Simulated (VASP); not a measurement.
Here is the system:

```xyz
4
Lattice="1.5400 -2.6674 0.0000 1.5400 2.6674 0.0000 0.0000 0.0000 5.0500" Properties=species:S:1:pos:R:3 pbc="T T T"
Si     1.5400    -0.8891     2.5250
Si     1.5400     0.8891     0.0000
C      1.5400    -0.8891     4.4188
C      1.5400     0.8891     1.8937
```

Computed with PBE GGA, VASP's PBE PAW potentials (set 64) (plane waves; VASP 6.6.1). Numerical set-up: 520 eV cut-off, 6×6×4 Γ-centred mesh, Gaussian smearing of 0.050 eV, potentials Si C.

What does the run give for the energy per atom (σ→0), pressure, band gap (on the k-mesh) with the smallest direct gap where there is one?

```yaml
band gap (on the k-mesh): 2.25 eV
smallest direct gap (on the k-mesh): 3.95 eV
energy per atom (σ→0): -7.524 eV/atom
pressure: 2.69 GPa
```

The compound is SiC in the wurtzite structure, the rare 2H polytype. The cell was not relaxed at this level.
